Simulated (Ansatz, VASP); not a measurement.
## Ni (free-standing square Ni monolayer, spacing 2.48 A) in two plane-wave programs

Aim: how closely do two programs agree when they are given the same cell, functional and k mesh?

Program: Ansatz 0.2.0. Level of theory: plane waves, with VASP 6.6.1 beside it; single point at LDA, DFT+U. Results are calculated unless marked as measured.

## Step 1: Set-up

The cell holds 1 atom: 1 Ni. Cell: a = 2.480 Å, b = 2.480 Å, c = 14.000 Å, α = 90.0°, β = 90.0°, γ = 90.0°. Model lattice. Vacuum lies along c.

## Step 2: VASP: single point, LDA, DFT+U

With cell and atoms fixed, the geometry can't cause a difference; cores, projectors, grids and the points listed under the comparison can.

Lines of VASP's logs that name or quote its potential files are left out, and so is its time.

INCAR reads:

```
SYSTEM = Ni
PREC = Normal
ENCUT = 350
EDIFF = 1E-07
NELM = 150
ISMEAR = 1
SIGMA = 0.05
LREAL = .FALSE.
ALGO = Normal
GGA = CA
NBANDS = 11
ISPIN = 2
MAGMOM = 1
LDAU = .TRUE.
LDAUTYPE = 2
LDAUL = 2
LDAUU = 2
LDAUJ = 0
LDAUPRINT = 1
LASPH = .TRUE.
LMAXMIX = 4
LORBIT = 11
LWAVE = .FALSE.
LCHARG = .TRUE.
KPAR = 4
AMIX = 0.2
BMIX = 1E-04
AMIX_MAG = 0.8
BMIX_MAG = 1E-04
```

POSCAR reads:

```
Ni
1.0
    2.4800000000      0.0000000000      0.0000000000
    0.0000000000      2.4800000000      0.0000000000
    0.0000000000      0.0000000000     14.0000000000
Ni
1
Direct
    0.0000000000      0.0000000000      0.5000000000
```

KPOINTS reads:

```
Automatic mesh
0
Gamma
13 13 1
0 0 0
```

PAW data sets: Ni (LDA family, release 64).

Started as:

```
$ mpirun -np 4 vasp_std
```

Numbers of over 12 decimals in the logs are rounded to 6 here.

The program printed:

```text
[banner, memory and clock lines left out]
running    4 mpi-ranks, on    1 nodes
 distrk:  each k-point on    1 cores,    4 groups
 distr:  one band on    1 cores,    1 groups

 POSCAR found type information on POSCAR Ni
 POSCAR found :  1 types and       1 ions
 LDA part: xc-table for (Slater(with rela. corr.)+CA(PZ))
 , standard interpolation
 POSCAR, INCAR and KPOINTS ok, starting setup
 FFT: planning ... GRIDC
 FFT: planning ... GRID_SOFT
 FFT: planning ... GRID
 WAVECAR not read
 entering main loop
       N       E                     dE             d eps       ncg     rms          rms(c)
DAV:   1     0.383341201798E+02    0.38334E+02   -0.31062E+03  1232   0.511E+02
DAV:   2    -0.218403662067E+01   -0.40518E+02   -0.39156E+02  1340   0.149E+02
DAV:   3    -0.326246757825E+01   -0.10784E+01   -0.10750E+01  1393   0.277E+01
DAV:   4    -0.327321392773E+01   -0.10746E-01   -0.10745E-01  1603   0.309E+00
DAV:   5    -0.327338832032E+01   -0.17439E-03   -0.17439E-03  1419   0.264E-01    0.586E+00
DAV:   6    -0.301216499220E+01    0.26122E+00   -0.26919E+00  1445   0.204E+01    0.260E+00
DAV:   7    -0.301654773517E+01   -0.43827E-02   -0.90515E-02  1468   0.335E+00    0.203E+00
DAV:   8    -0.301428989887E+01    0.22578E-02   -0.66267E-02  1356   0.292E+00    0.125E+00
DAV:   9    -0.301398927819E+01    0.30062E-03   -0.19658E-02  1346   0.174E+00    0.656E-01
DAV:  10    -0.301780132077E+01   -0.38120E-02   -0.33839E-03  1399   0.880E-01    0.284E-01
DAV:  11    -0.301780596304E+01   -0.46423E-05   -0.24990E-03  1301   0.666E-01    0.848E-02
DAV:  12    -0.301785336607E+01   -0.47403E-04   -0.21287E-04  1334   0.171E-01    0.551E-02
DAV:  13    -0.301792901795E+01   -0.75652E-04   -0.10748E-04  1341   0.114E-01    0.209E-02
DAV:  14    -0.301794465490E+01   -0.15637E-04   -0.35814E-05  1417   0.668E-02    0.107E-02
[...]
DAV:  46    -0.301795419776E+01   -0.33632E-05   -0.41979E-06  1339   0.148E-02    0.170E-02
DAV:  47    -0.301795727403E+01   -0.30763E-05   -0.41323E-06  1292   0.146E-02    0.151E-02
DAV:  48    -0.301796128164E+01   -0.40076E-05   -0.86402E-06  1353   0.213E-02    0.144E-02
DAV:  49    -0.301796440481E+01   -0.31232E-05   -0.40963E-06  1309   0.145E-02    0.144E-02
DAV:  50    -0.301796417873E+01    0.22608E-06   -0.14230E-07  1064   0.328E-03    0.137E-02
DAV:  51    -0.301796395711E+01    0.22163E-06   -0.26353E-08  1036   0.983E-04    0.138E-02
DAV:  52    -0.301796430646E+01   -0.34935E-06   -0.53783E-08   931   0.196E-03    0.140E-02
DAV:  53    -0.301796423114E+01    0.75321E-07   -0.23620E-09   790   0.426E-04
   1 F= -.30179642E+01 E0= -.30180684E+01  d E =0.312579E-03  mag=     1.0397
```

Parts of OUTCAR (step 2):

```text
ion  position               nearest neighbor table
   1  0.000  0.000  0.500-

  LATTYP: Found a simple tetragonal cell.
 ALAT       =     2.4800000000
 C/A-ratio  =     5.6451612903

 Subroutine GETGRP returns: Found 16 space group operations
 (whereof 16 operations were pure point group operations)

The static configuration has the point symmetry D_4h.

 Found     28 irreducible k-points:

   k-points           NKPTS =     28   k-points in BZ     NKDIM =     28   number of bands    NBANDS=     11

   dimension x,y,z NGX =    12 NGY =   12 NGZ =   64
   dimension x,y,z NGXF=    24 NGYF=   24 NGZF=  128

   ENCUT  =  350.0 eV  25.72 Ry    5.07 a.u.   3.78  3.78 21.36*2*pi/ulx,y,z

   NELECT =      10.0000    total number of electrons

 k-points in reciprocal lattice and weights: Automatic mesh
   0.00000000  0.00000000  0.00000000       0.006
   0.07692308  0.00000000  0.00000000       0.024
   0.15384615  0.00000000  0.00000000       0.024
   0.23076923  0.00000000  0.00000000       0.024
   0.30769231  0.00000000  0.00000000       0.024
   0.38461538  0.00000000  0.00000000       0.024
   0.46153846  0.00000000  0.00000000       0.024
   0.07692308  0.07692308  0.00000000       0.024
   0.15384615  0.07692308  0.00000000       0.047
[...]
0.46153846  0.38461538  0.00000000       0.047
   0.46153846  0.46153846  0.00000000       0.024

atom =   1  type =  1  l = 2

 onsite density matrix

spin component  1

  0.9403 -0.0000  0.0000  0.0000  0.0000
 -0.0000  0.9438 -0.0000  0.0000  0.0000
  0.0000 -0.0000  0.9475 -0.0000 -0.0000
  0.0000  0.0000 -0.0000  0.9438 -0.0000
  0.0000  0.0000 -0.0000 -0.0000  0.9161

spin component  2

  0.4359  0.0000  0.0000  0.0000  0.0000
  0.0000  0.7241 -0.0000  0.0000 -0.0000
  0.0000 -0.0000  0.9402 -0.0000 -0.0000
  0.0000  0.0000 -0.0000  0.7241  0.0000
  0.0000 -0.0000 -0.0000  0.0000  0.8274

 occupancies and eigenvectors

  o =  0.4359  v =  0.0000  0.0000  0.0000  0.0000  0.0000  1.0000  0.0000  0.0000  0.0000  0.0000      0.0000  0.0000  0.0000  0.0000  0.0000  0.0000  0.0000  0.0000  0.0000  0.0000
  o =  0.7241  v =  0.0000  0.0000  0.0000  0.0000  0.0000  0.0000 -0.9981 -0.0000 -0.0616  0.0000      0.0000  0.0000  0.0000  0.0000  0.0000  0.0000  0.0000  0.0000  0.0000  0.0000
  o =  0.7241  v =  0.0000  0.0000  0.0000  0.0000  0.0000  0.0000 -0.0616 -0.0000  0.9981  0.0000      0.0000  0.0000  0.0000  0.0000  0.0000  0.0000  0.0000  0.0000  0.0000  0.0000
  o =  0.8274  v =  0.0000  0.0000  0.0000  0.0000  0.0000  0.0000  0.0000  0.0000  0.0000  1.0000      0.0000  0.0000  0.0000  0.0000  0.0000  0.0000  0.0000  0.0000  0.0000  0.0000
  o =  0.9161  v =  0.0000  0.0000  0.0000 -0.0000  1.0000  0.0000  0.0000  0.0000  0.0000  0.0000      0.0000  0.0000  0.0000  0.0000  0.0000  0.0000  0.0000  0.0000  0.0000  0.0000
  o =  0.9402  v =  0.0000  0.0000  0.0000  0.0000  0.0000  0.0000 -0.0000  1.0000  0.0000 -0.0000      0.0000  0.0000  0.0000  0.0000  0.0000  0.0000  0.0000  0.0000  0.0000  0.0000
  o =  0.9403  v =  1.0000  0.0000  0.0000  0.0000  0.0000  0.0000  0.0000  0.0000  0.0000  0.0000      0.0000  0.0000  0.0000  0.0000  0.0000  0.0000  0.0000  0.0000  0.0000  0.0000
  o =  0.9438  v =  0.0000 -0.9993  0.0000 -0.0375  0.0000  0.0000  0.0000  0.0000  0.0000  0.0000      0.0000  0.0000  0.0000  0.0000  0.0000  0.0000  0.0000  0.0000  0.0000  0.0000
  o =  0.9438  v =  0.0000 -0.0375  0.0000  0.9993  0.0000  0.0000  0.0000  0.0000  0.0000  0.0000      0.0000  0.0000  0.0000  0.0000  0.0000  0.0000  0.0000  0.0000  0.0000  0.0000
  o =  0.9475  v =  0.0000  0.0000  1.0000 -0.0000 -0.0000  0.0000  0.0000  0.0000  0.0000  0.0000      0.0000  0.0000  0.0000  0.0000  0.0000  0.0000  0.0000  0.0000  0.0000  0.0000

 average (electrostatic) potential at core
       1 -93.9120

 E-fermi :  -3.6530

 spin component 1
 k-point     1 :       0.0000    0.0000    0.0000
  band No.  band energies     occupation
    ...
      2      -7.1838      1.00000
      3      -5.4508      1.00000
      4      -5.3314      1.00000
      5      -4.9765      1.00000
      6      -4.9765      1.00000
      7      -2.1814      0.00000
      8       1.4757      0.00000
      9       2.6173      0.00000
     10       2.9379      0.00000
     11       5.9577      0.00000

 k-point     2 :       0.0769    0.0000    0.0000
  band No.  band energies     occupation
    ...
      2      -7.1276      1.00000
      3      -5.4167      1.00000
      4      -5.3732      1.00000
      5      -5.0962      1.00000
      6      -4.9705      1.00000
      7      -1.9635      0.00000
      8       1.6150      0.00000
      9       2.7680      0.00000
     10       3.0760      0.00000
     11       6.1092      0.00000

 k-point     3 :       0.1538    0.0000    0.0000
  band No.  band energies     occupation
    ...
      2      -6.9285      1.00000
      3      -5.4872      1.00000
      4      -5.3776      1.00000
      5      -5.3185      1.00000
      6      -4.9540      1.00000
      7      -1.3771      0.00000
      8       2.0333      0.00000
      9       3.2176      0.00000
     10       3.4905      0.00000
     11       6.5606      0.00000

 k-point     4 :       0.2308    0.0000    0.0000
  band No.  band energies     occupation
    ...
      2      -6.4234      1.00000
      3      -5.7005      1.00000
      4      -5.6444      1.00000
      5      -5.1643      1.00000
      6      -4.9308      1.00000
      7      -0.5154      0.00000
      8       2.7304      0.00000
      9       3.9588      0.00000
     10       4.1801      0.00000
     11       7.3019      0.00000

 k-point     5 :       0.3077    0.0000    0.0000
  band No.  band energies     occupation
    ...
      2      -5.9890      1.00000
      3      -5.8068      1.00000
      4      -5.5240      1.00000
      5      -4.9060      1.00000
      6      -4.8948      1.00000
      7       0.5765      0.00000
      8       3.6839      0.00000
      9       4.8940      0.00000
     10       4.9800      0.00000
     11       5.3921      0.00000

 k-point     6 :       0.3846    0.0000    0.0000
  band No.  band energies     occupation
    ...
      2      -6.2015      1.00000
      3      -5.9386      1.00000
      4      -5.0382      1.00000
      5      -4.8855      1.00000
      6      -3.8753      1.00000
      7       1.8644      0.00000
      8       2.5786      0.00000
      9       5.0297      0.00000
     10       6.2273      0.00000
     11       6.4662      0.00000

  Total       -3.2027915     -3.2027915     -0.0104618     -0.0000000     -0.0000000      0.0000000
  in kB      -59.5947303    -59.5947303     -0.1946645     -0.0000000     -0.0000000      0.0000000
  external PRESSURE =     -39.7947084 kB  Pullay stress =       0.0000000 kB

  energy-cutoff  :      350.00
  volume of cell :       86.11
      direct lattice vectors                 reciprocal lattice vectors
     2.480000000  0.000000000  0.000000000     0.403225806  0.000000000  0.000000000
     0.000000000  2.480000000  0.000000000     0.000000000  0.403225806  0.000000000
     0.000000000  0.000000000 14.000000000     0.000000000  0.000000000  0.071428571

 POSITION                                       TOTAL-FORCE (eV/Angst)
 -----------------------------------------------------------------------------------
      0.00000      0.00000      7.00000         0.000000      0.000000      0.000000
 -----------------------------------------------------------------------------------
    total drift:                                0.000000      0.000000      0.000000

  FREE ENERGIE OF THE ION-ELECTRON SYSTEM (eV)
  ---------------------------------------------------
  free  energy   TOTEN  =        -3.0179642311 eV

  energy  without entropy=       -3.0182768102  energy(sigma->0) =       -3.01806842

 total charge
# of ion       s       p       d       tot
------------------------------------------
    1        0.455   0.184   8.324   8.963

 magnetization (x)
# of ion       s       p       d       tot
------------------------------------------
    1        0.019  -0.004   1.040   1.054

[... 6 further parts left out ...]
```

The cell holds one magnetic atom, so no antiferromagnetic order fits into it. A U on the itinerant d states of such a compound is hard to justify; it moves the bands at the Fermi level and favours large moments.

(Continued in part 2 of 2.)

[Lines on the potential files, build, host, timing and source positions are cut from VASP's logs without a mark.]

[Logs are printed without paths, hosts, clocks, repeated set-up lines and the standing remarks that a program may print on its own settings, such as how far it seeks lower states.]

[Hosts, paths, dates, database ids (printed as entryN), source tags and the programs' standing remarks are cut or masked in the printed files.]
